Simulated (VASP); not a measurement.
OSZICAR of a VASP run on BeZn3Te4 (ordered alloy cell):

OSZICAR:
```
       N       E                     dE             d eps       ncg     rms          rms(c)
DAV:   1     0.358616599790E+03    0.35862E+03   -0.22949E+04  1628   0.140E+03
DAV:   2     0.780276243949E+01   -0.35081E+03   -0.33865E+03  1758   0.323E+02
DAV:   3    -0.255002821533E+02   -0.33303E+02   -0.32697E+02  1883   0.106E+02
DAV:   4    -0.265261082190E+02   -0.10258E+01   -0.10239E+01  1969   0.176E+01
DAV:   5    -0.265531036975E+02   -0.26995E-01   -0.26992E-01  2125   0.262E+00    0.958E+00
DAV:   6    -0.258116674116E+02    0.74144E+00   -0.28797E+00  1999   0.358E+01    0.694E+00
DAV:   7    -0.257807283419E+02    0.30939E-01   -0.11725E+00  1873   0.630E+00    0.270E+00
DAV:   8    -0.257780845411E+02    0.26438E-02   -0.43165E-02  2008   0.241E+00    0.786E-01
DAV:   9    -0.257756314336E+02    0.24531E-02   -0.18440E-02  1999   0.253E+00    0.306E-01
DAV:  10    -0.257752348449E+02    0.39659E-03   -0.38025E-03  1999   0.129E+00    0.143E-01
DAV:  11    -0.257752990646E+02   -0.64220E-04   -0.15657E-03  2164   0.456E-01    0.395E-02
DAV:  12    -0.257753036364E+02   -0.45718E-05   -0.40262E-04  2162   0.326E-01    0.293E-02
DAV:  13    -0.257753087978E+02   -0.51614E-05   -0.47358E-05  1919   0.595E-02    0.163E-02
DAV:  14    -0.257753142454E+02   -0.54476E-05   -0.24953E-05  1888   0.877E-02    0.500E-03
DAV:  15    -0.257753143205E+02   -0.75062E-07   -0.43552E-06  1633   0.312E-02
   1 F= -.25775314E+02 E0= -.25775314E+02  d E =-.257753E+02
       N       E                     dE             d eps       ncg     rms          rms(c)
DAV:   1    -0.257767234469E+02   -0.14092E-02   -0.30411E-02  1959   0.159E+00    0.260E-01
DAV:   2    -0.257758069403E+02    0.91651E-03   -0.51093E-03  1979   0.107E+00    0.102E-01
DAV:   3    -0.257756198628E+02    0.18708E-03   -0.26177E-04  1914   0.132E-01    0.569E-02
DAV:   4    -0.257755527645E+02    0.67098E-04   -0.10971E-04  1857   0.753E-02    0.184E-02
DAV:   5    -0.257755509223E+02    0.18422E-05   -0.25054E-05  1925   0.637E-02    0.116E-02
DAV:   6    -0.257755510562E+02   -0.13385E-06   -0.41691E-06  1509   0.398E-02
   2 F= -.25775551E+02 E0= -.25775551E+02  d E =-.236736E-03
       N       E                     dE             d eps       ncg     rms          rms(c)
DAV:   1    -0.257757089605E+02   -0.15804E-03   -0.33818E-03  1954   0.525E-01    0.872E-02
DAV:   2    -0.257756051544E+02    0.10381E-03   -0.57012E-04  1984   0.359E-01    0.339E-02
DAV:   3    -0.257755839562E+02    0.21198E-04   -0.29735E-05  1909   0.451E-02    0.190E-02
DAV:   4    -0.257755760971E+02    0.78591E-05   -0.12314E-05  1857   0.261E-02    0.619E-03
DAV:   5    -0.257755758000E+02    0.29709E-06   -0.27448E-06  1506   0.219E-02
   3 F= -.25775576E+02 E0= -.25775576E+02  d E =-.261480E-03
       N       E                     dE             d eps       ncg     rms          rms(c)
DAV:   1    -0.257755905011E+02   -0.14404E-04   -0.31137E-04  1964   0.161E-01    0.264E-02
DAV:   2    -0.257755810282E+02    0.94729E-05   -0.51042E-05  1979   0.108E-01    0.104E-02
DAV:   3    -0.257755789047E+02    0.21235E-05   -0.23245E-06  1127   0.147E-02    0.558E-03
DAV:   4    -0.257755780638E+02    0.84096E-06   -0.17848E-06  1024   0.161E-02
   4 F= -.25775578E+02 E0= -.25775578E+02  d E =-.263743E-03
       N       E                     dE             d eps       ncg     rms          rms(c)
DAV:   1    -0.257756729650E+02   -0.94060E-04   -0.10079E-02  1703   0.557E-01    0.456E-02
DAV:   2    -0.257756578785E+02    0.15086E-04   -0.20983E-04  2054   0.173E-01    0.171E-02
DAV:   3    -0.257756549578E+02    0.29208E-05   -0.15160E-05  1849   0.318E-02    0.980E-03
DAV:   4    -0.257756536712E+02    0.12865E-05   -0.19637E-06  1309   0.285E-02    0.329E-03
DAV:   5    -0.257756537091E+02   -0.37829E-07   -0.98452E-07   994   0.119E-02
   5 F= -.25775654E+02 E0= -.25775654E+02  d E =-.756453E-04
```

**Question.** Which electronic solver shows in the log?

**Answer.** It is blocked Davidson (ALGO = Normal, or the opening steps of other solvers). The INCAR had ALGO = Normal.

**Question.** Can the final energy be trusted as converged?

**Answer.** Self-consistency was reached. It stopped with EDIFF = 1E-6, NELM = 100, NSW = 60 and EDIFFG = -0.02 after 5 ionic steps (PBEsol GGA, plane waves, VASP's PBE PAW potentials (set 64)).

The structure was generated: BeZn3Te4 was put into an ordered model structure (R3m), which need not be its known phase. This run relaxes it. Symmetry was kept, so distortions that lower it aren't found. The start is the result of an earlier pass.
